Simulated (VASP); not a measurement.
# CBr (Fm-3m) in VASP: further runs

The runs below take CBr through single point, with PBE, RPBE.

Program: VASP 6.6.1. These are calculated values, not measurements. Logs are shortened: lines on timing, memory, paths and dates and some standing lists are left out, and cuts for length are marked.

### Step 1. The crystal as given

The structure is cubic, space group Fm-3m (No. 225). Conventional cell: a = 5.850 Å, b = 5.850 Å, c = 5.850 Å, α = 90.00°, β = 90.00°, γ = 90.00°. C (site symmetry m-3m) has 6 Br at 2.92 Å as nearest neighbours. Around Br (site symmetry m-3m) lie 6 C at 2.92 Å.

The cell was built by a generator and needn't be a form met in nature.

### Step 2. Single point, PBE

INCAR reads:

```
PREC     = Accurate       # precision mode
ENCUT    = 520            # plane-wave cutoff, eV
EDIFF    = 1E-6           # SCF threshold, eV
ISMEAR   = 0              # smearing method
SIGMA    = 0.0124         # smearing width, eV
LREAL    = False          # projectors in reciprocal space
LASPH    = True           # aspherical terms in the spheres
NELM     = 80             # most SCF steps
ALGO     = Fast           # electronic algorithm
ISIF     = 2              # what is computed and relaxed
LWAVE    = False          # write WAVECAR
LCHARG   = False          # write CHGCAR
GGA      = PE             # functional
NBANDS   = 12             # bands
```

KPOINTS reads:

```
Automatic mesh
0
Gamma
  5 5 5
```

POSCAR reads:

```
CBr
1.0
    0.0000000000      2.9248050000      2.9248050000
    2.9248050000      0.0000000000      2.9248050000
    2.9248050000      2.9248050000      0.0000000000
C Br
1 1
Direct
    0.0000000000      0.0000000000      0.0000000000
    0.5000000000      0.5000000000      0.5000000000
```

Potentials or basis: VASP PAW PBE potentials, release 64 (C, Br).

Command:

```bash
> cat potpaw_PBE.64/C/POTCAR potpaw_PBE.64/Br/POTCAR > POTCAR
> mpirun -np 1 vasp_std > vasp.out
```

OUTCAR:

```text
PREC = Accurate
   ENCUT = 520
   EDIFF = 1E-6
   ISMEAR = 0
   LREAL = False
   LASPH = True
   NELM = 80
   ISIF = 2
   GGA = PE

 ion  position               nearest neighbor table
   1  0.000  0.000  0.000-
   2  0.500  0.500  0.500-

  LATTYP: Found a face centered cubic cell.
 ALAT       =     5.8496100000

  Lattice vectors:

 A1 = (   0.0000000000,   2.9248050000,   2.9248050000)
 A2 = (   2.9248050000,   0.0000000000,   2.9248050000)
 A3 = (   2.9248050000,   2.9248050000,   0.0000000000)

Analysis of symmetry for initial positions (statically):
=====================================================================
 Subroutine PRICEL returns:
 Original cell was already a primitive cell.

 Routine SETGRP: Setting up the symmetry group for a
 face centered cubic supercell.

 Subroutine GETGRP returns: Found 48 space group operations
 (whereof 48 operations were pure point group operations)
 out of a pool of 48 trial point group operations.

The static configuration has the point symmetry O_h .

Analysis of symmetry for dynamics (positions and initial velocities):
=====================================================================
 Subroutine PRICEL returns:
 Original cell was already a primitive cell.

 Routine SETGRP: Setting up the symmetry group for a
 face centered cubic supercell.

 Subroutine GETGRP returns: Found 48 space group operations
 (whereof 48 operations were pure point group operations)
 out of a pool of 48 trial point group operations.

The dynamic configuration has the point symmetry O_h .

 Subroutine INISYM returns: Found 48 space group operations
 (whereof 48 operations are pure point group operations),
 and found     1 'primitive' translations

----------------------------------------------------------------------------------------

                                     Primitive cell

  volume of cell :      50.0404

  direct lattice vectors                    reciprocal lattice vectors
     0.000000000  2.924805000  2.924805000    -0.170951568  0.170951568  0.170951568
     2.924805000  0.000000000  2.924805000     0.170951568 -0.170951568  0.170951568
     2.924805000  2.924805000  0.000000000     0.170951568  0.170951568 -0.170951568

  length of vectors
     4.136298898  4.136298898  4.136298898     0.296096801  0.296096801  0.296096801

  position of ions in fractional coordinates (direct lattice)
     0.000000000  0.000000000  0.000000000
     0.500000000  0.500000000  0.500000000

  ion indices of the primitive-cell ions
   primitive index   ion index
                 1           1
                 2           2

----------------------------------------------------------------------------------------

 KPOINTS: Automatic mesh

Automatic generation of k-mesh.
 Grid dimensions read from file:
 generate k-points for:    5    5    5

 Generating k-lattice:

  Cartesian coordinates                     Fractional coordinates (reciprocal lattice)
    -0.034190314  0.034190314  0.034190314     0.200000000  0.000000000  0.000000000
     0.034190314 -0.034190314  0.034190314     0.000000000  0.200000000  0.000000000
     0.034190314  0.034190314 -0.034190314     0.000000000  0.000000000  0.200000000

  Length of vectors
     0.059219360  0.059219360  0.059219360

  Shift w.r.t. Gamma in fractional coordinates (k-lattice)
     0.000000000  0.000000000  0.000000000

 Subroutine IBZKPT returns following result:
 ===========================================

 Found     10 irreducible k-points:

 Following reciprocal coordinates:
            Coordinates               Weight
  0.000000  0.000000  0.000000      1.000000
  0.200000  0.000000  0.000000      8.000000
  0.400000  0.000000  0.000000      8.000000
  0.200000  0.200000  0.000000      6.000000
  0.400000  0.200000  0.000000     24.000000
 -0.400000  0.200000  0.000000     24.000000
 -0.200000  0.200000  0.000000     12.000000
  0.400000  0.400000  0.000000      6.000000
 -0.400000  0.400000  0.000000     12.000000
 -0.400000  0.400000  0.200000     24.000000
   k-points           NKPTS =     10   k-points in BZ     NKDIM =     10   number of bands    NBANDS=     12
   number of dos      NEDOS =    301   number of ions     NIONS =      2
   total plane-waves  NPLWV =  32768
   dimension x,y,z NGX =    32 NGY =   32 NGZ =   32
   dimension x,y,z NGXF=    64 NGYF=   64 NGZF=   64
   ions per type =               1   1
   NGX,Y,Z   is equivalent  to a cutoff of  12.86, 12.86, 12.86 a.u.
   NGXF,Y,Z  is equivalent  to a cutoff of  25.72, 25.72, 25.72 a.u.
 SYSTEM =  unknown system
   PREC   = accura    normal or accurate (medium, high low for compatibility)
   ISTART =      0    job   : 0-new  1-cont  2-samecut
   ICHARG =      2    charge: 1-file 2-atom 10-const
   ISPIN  =      1    spin polarized calculation?
   LNONCOLLINEAR =      F non collinear calculations
   LSORBIT =      F    spin-orbit coupling
   LASPH  =      T    aspherical Exc in radial PAW
   ENCUT  =  520.0 eV  38.22 Ry    6.18 a.u.   7.69  7.69  7.69*2*pi/ulx,y,z
   NELM   =     80;   NELMIN=  2; NELMDL= -5     # of ELM steps
   EDIFF  = 0.1E-05   stopping-criterion for ELM
   LREAL  =      F    real-space projection
   EDIFFG = 0.1E-04   stopping-criterion for IOM
   NSW    =      0    number of steps for IOM
   IBRION =     -1    ionic relax: 0-MD 1-quasi-New 2-CG
   NFREE  =      0    steps in history (QN), initial steepest desc. (CG)
   ISIF   =      2    stress and relaxation
   ISYM   =      2    0-nonsym 1-usesym 2-fastsym
   POTIM  = 0.5000    time-step for ionic-motion
   TEBEG  =    0.0;   TEEND  =   0.0 temperature during run
   PSTRESS=    0.0 pullay stress
   NELECT =      11.0000    total number of electrons
   NUPDOWN=      -1.0000    fix difference up-down
   EMIN   =  10.00;   EMAX   =-10.00  energy-range for DOS
   EFERMI =   0.00;   METHOD = LEGACY
   ISMEAR =     0;   SIGMA  =   0.01  broadening in eV -4-tet -1-fermi 0-gaus
   EFERMI_NEDOS =   21; number of points for ismear=-14 and -15
   IALGO  =     68    algorithm
   IMIX   =      4    mixing-type and parameters
     AMIX     =   0.40;   BMIX     =  1.00
     AMIX_MAG =   1.60;   BMIX_MAG =  1.00
  volume/ion in A,a.u.               =      25.02       168.84
  Fermi-wavevector in a.u.,A,eV,Ry     =   0.988019  1.867086 13.281767  0.976182
  Thomas-Fermi vector in A             =   2.119516
   LORBIT       =      0    0 simple, 1 ext, 2 COOP (PROOUT), +10 PAW based schemes
   GGA     = PE    functional components
   LHFCALC =     F    Hartree Fock is set to
   AEXX    =    0.0000 exact exchange contribution
   IVDW    =     0    specifies the selected vdW correction
   LEPSILON=     F    determine dielectric tensor
   LRPA    =     F    only Hartree local field effects (RPA)
 non-spin polarized calculation
 RMM-DIIS sequential band-by-band and
 Gauss-broadening in eV      SIGMA  =   0.01
  energy-cutoff  :      520.00
  volume of cell :       50.04
 maximum number of plane-waves:      1363
   NGX = 15   NGY = 15   NGZ = 15

 number of electron      10.9999998 magnetization

 Free energy of the ion-electron system (eV)
  ---------------------------------------------------
  ext. energy  EPLUGINS =         0.00000000
  ---------------------------------------------------
  free energy    TOTEN  =        -4.53268256 eV

  energy without entropy =       -4.53143012  energy(sigma->0) =       -4.53205634

 E-fermi :   0.5981     XC(G=0):  -8.3793

 val. band max:        0.5083508343   @ k =   0.4000   0.0000   0.0000
 cond. band min:       0.6013667953   @ k =  -0.4000   0.4000   0.2000
 fundamental gap:      0.0930159610
 Fermi energy:         0.5980866803

 k-point     1 :       0.0000    0.0000    0.0000
  band No.  band energies     occupation
      1     -14.6547      2.00000
      2      -7.7083      2.00000
      3      -1.7809      2.00000
      4      -1.7809      2.00000
      5      -1.7809      2.00000
      6       1.6000      0.00000
      7       1.6000      0.00000
      8       1.6000      0.00000
      9       8.1477      0.00000
     10       9.5308      0.00000
     11       9.5308      0.00000
     12       9.5308      0.00000

 k-point     2 :       0.2000    0.0000    0.0000
  band No.  band energies     occupation
      1     -14.5184      2.00000
      2      -8.0049      2.00000
      3      -1.7160      2.00000
      4      -1.7160      2.00000
      5      -1.7132      2.00000
      6       1.0388      0.00000
      7       1.1771      0.00000
      8       1.1771      0.00000
      9       8.9066      0.00000
     10       9.4525      0.00000
     11      10.2377      0.00000
     12      10.2377      0.00000

 k-point     3 :       0.4000    0.0000    0.0000
  band No.  band energies     occupation
      1     -14.2742      2.00000
      2      -8.4977      2.00000
      3      -1.5712      2.00000
      4      -1.5574      2.00000
      5      -1.5574      2.00000
      6       0.2478      2.00000
      7       0.5084      2.00000
      8       0.5084      2.00000
      9       9.1511      0.00000
     10      11.1642      0.00000
     11      11.8971      0.00000
     12      11.8971      0.00000
[... 76 lines left out ...]
 k-point     9 :      -0.4000    0.4000    0.0000
  band No.  band energies     occupation
      1     -14.1345      2.00000
      2      -8.1918      2.00000
      3      -3.7532      2.00000
      4      -2.5196      2.00000
      5      -2.4944      2.00000
      6       1.6706      0.00000
      7       1.7070      0.00000
      8       2.5183      0.00000
      9       7.6058      0.00000
     10      11.3631      0.00000
     11      12.4183      0.00000
     12      14.1136      0.00000

 k-point    10 :      -0.4000    0.4000    0.2000
  band No.  band energies     occupation
      1     -14.1556      2.00000
      2      -8.2892      2.00000
      3      -3.1833      2.00000
      4      -3.1222      2.00000
      5      -1.5637      2.00000
      6       0.6014      0.70833
      7       1.9856      0.00000
      8       2.2330      0.00000
      9       8.4986      0.00000
     10      10.1151      0.00000
     11      12.5547      0.00000
     12      14.0707      0.00000

------------------------ aborting loop because EDIFF is reached ----------------------------------------

  FORCE on cell =-STRESS in cart. coord.  units (eV):
  Direction    XX          YY          ZZ          XY          YZ          ZX
  --------------------------------------------------------------------------------------
  -------------------------------------------------------------------------------------
  Total       -3.3028748     -3.3028748     -3.3028748      0.0000000      0.0000000     -0.0000000
  in kB     -105.7503817   -105.7503817   -105.7503817      0.0000000      0.0000000     -0.0000000
  external PRESSURE =    -105.7503817 kB  Pullay stress =       0.0000000 kB

 VOLUME and BASIS-vectors are now :
 -----------------------------------------------------------------------------
  energy-cutoff  :      520.00
  volume of cell :       50.04
      direct lattice vectors                 reciprocal lattice vectors
     0.000000000  2.924805000  2.924805000    -0.170951568  0.170951568  0.170951568
     2.924805000  0.000000000  2.924805000     0.170951568 -0.170951568  0.170951568
     2.924805000  2.924805000  0.000000000     0.170951568  0.170951568 -0.170951568

 POSITION                                       TOTAL-FORCE (eV/Angst)
 -----------------------------------------------------------------------------------
      0.00000      0.00000      0.00000         0.000000      0.000000      0.000000
      2.92481      2.92481      2.92481         0.000000      0.000000      0.000000
 -----------------------------------------------------------------------------------
    total drift:                                0.000000     -0.000000      0.000000

  FREE ENERGIE OF THE ION-ELECTRON SYSTEM (eV)
  ---------------------------------------------------
  free  energy   TOTEN  =        -4.5326825636 eV

  energy  without entropy=       -4.5314301182  energy(sigma->0) =       -4.53205634
```

Run time: 9.1 s. Hardware: 1 thread of Intel Xeon Platinum 8488C (Sapphire Rapids), shared host; peak memory 0.16 GiB.

What came out:

| Quantity | Value |
| --- | --- |
| Free energy | -4.5327 eV |
| Pressure | -10.6 GPa |
| Band gap on the k mesh | none (metal or under the smearing width) |

Caveat: the k mesh is coarse (spacing up to 0.37 Å⁻¹), so the values aren't converged; an odd number of electrons without spin polarisation forces a metal; a magnetic or distorted state may lie lower.

(Part 1 of 2 ends here.)
